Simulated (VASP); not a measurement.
VASP ran on this input.

**POSCAR**
```
BaTiO3
1.0
  2.8293747199   1.6335404610   2.3206194858
 -2.8293747199   1.6335404610   2.3206194858
  0.0000000000  -3.2670809221   2.3206194858
Ba Ti O
1 1 3
direct
  0.0006625252   0.0006625252   0.0006625252
  0.5127411716   0.5127411716   0.5127411716
  0.4882675106   0.9811512820   0.4882675106
  0.4882675106   0.4882675106   0.9811512820
  0.9811512820   0.4882675106   0.4882675106
```

**KPOINTS**
```
Automatic mesh
0
Gamma
6 6 6
0 0 0
```

### INCAR
```
! general
SYSTEM  = BaTiO3
PREC    = Accurate
ENCUT   = 520   ! plane-wave cut-off (eV)
LREAL   = F   ! projection in real space or not
LASPH   = T

! electronic loop
EDIFF   = 1E-7
NELM    = 100
ALGO    = Normal   ! blocked Davidson
LMAXMIX = 4   ! l cut-off of mixed one-centre charges

! smearing
ISMEAR  = -5   ! tetrahedra, Bloechl

! functional
GGA     = PS   ! PBEsol

! ions
ISIF    = 2   ! forces and stress, cell fixed

! output
LWAVE   = F
LCHARG  = T
LORBIT  = 11
NEDOS   = 601   ! DOS grid

! other
LEFG    = T
```

POTCAR, in this order: Ba_sv Ti_sv O (PBE.64 set). Program: vasp_std.

Task: Write an equivalent input for Ansatz.

Result: One equivalent input (not run):
Ansatz 0.2 input:
```yaml
crystal:
  lattice:
    - [2.8293747, 1.6335405, 2.3206195]
    - [-2.8293747, 1.6335405, 2.3206195]
    - [0.0000000, -3.2670809, 2.3206195]
  atoms:
    - { symbol: Ba, position: [0.0006625, 0.0006625, 0.0006625] }
    - { symbol: Ti, position: [0.5127412, 0.5127412, 0.5127412] }
    - { symbol: O, position: [0.4882675, 0.9811513, 0.4882675] }
    - { symbol: O, position: [0.4882675, 0.4882675, 0.9811513] }
    - { symbol: O, position: [0.9811513, 0.4882675, 0.4882675] }
kpoints:
  mp_grid: { grid: [6, 6, 6] }
hamiltonian:
  xc: pbesol
  pseudopotentials: { kind: paw }
scf:
  occupations: { method: tetrahedron }
  max_iter: 100
output: { forces: true, stress: true, eigenvalues: true }
```
What does not carry over: each code has its own PAW files, so the cut-off isn't converted (ENCUT is set for VASP's; basis.ecutwfc is left out, and Ansatz then takes the one that its files recommend); Ansatz stops its SCF on the density residual and VASP on the energy change (EDIFF); the field gradients of LEFG aren't asked of the other code.

The structure comes from a computed database's BaTiO3 entry (R3m); how it stands against other phases isn't given here. It was relaxed first.
